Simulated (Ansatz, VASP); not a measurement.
## Two plane-wave programs on Sr2Mo

File INCAR:

```
  PREC = Accurate
  ENCUT = 600
  EDIFF = 1E-6
  ISMEAR = 0
  SIGMA = 0.1
  LREAL = False
  LASPH = True
  NELM = 100
  ALGO = Normal
  ISIF = 3
  LWAVE = False
  LCHARG = False
  GGA = PE
  IBRION = 2
  NSW = 100
  EDIFFG = -0.01
```

File KPOINTS:

```
regular mesh
0
Gamma
  15 15 6
```

Contents of POSCAR:

```
Sr2Mo
1.0
    3.5772018644      0.0000000000      0.0000000000
   -1.7886009322      3.0979476890      0.0000000000
    0.0000000000      0.0000000000      8.7833414368
Sr Mo
2 1
Direct
    0.6666666667      0.3333333333      0.7222976288
    0.3333333333      0.6666666667      0.2777023712
    0.0000000000      0.0000000000      0.0000000000
```

Input for Ansatz:

```yaml
crystal:
  lattice:
    - [3.5772018644, 0.0, 0.0]
    - [-1.7886009322, 3.097947689, 0.0]
    - [0.0, 0.0, 8.7833414368]
  atoms:
    - { symbol: Sr, position: [0.6666666667, 0.3333333333, 0.7222976288] }
    - { symbol: Sr, position: [0.3333333333, 0.6666666667, 0.2777023712] }
    - { symbol: Mo, position: [0.0, 0.0, 0.0] }
basis:
  ecutwfc: 420
kpoints:
  mp_grid: { grid: [15, 15, 6] }
hamiltonian:
  xc: pbe
scf:
  occupations: { method: gaussian, width: 0.1 }
output:
  forces: true
  stress: true
  eigenvalues: true
relax:
  adjacent_minimum: "off"
  f_tol: 0.01
  max_steps: 80
  cell: { stress_tol: 0.05 }
```

Alike in both runs: task relaxation of cell and atoms; functional PBE; k mesh 15 × 15 × 6; occupations gaussian, width 0.1 eV; no spin polarisation.

|  | VASP | Ansatz |
| --- | --- | --- |
| version | VASP 6.6.1 | Ansatz 0.2.0 |
| potentials or method | VASP PAW PBE potentials, release 64 (Sr_sv, Mo_sv) | scalar-relativistic, plane waves, PAW |
| plane-wave cutoff (eV) | 600 | 420 |
| valence electrons in the cell | 34 | 34 |

```csv
,VASP,Ansatz,Ansatz less VASP
"gap on the k mesh at the Fermi level, each at its own relaxed structure (eV)",none,none,-
relaxed volume (Å³/atom),32.29,32.17,-0.115
relaxed cell length with the largest relative difference (Å),8.763,8.752,-0.0108
```

A gap of «none» marks a metal or a gap that the smearing closes.
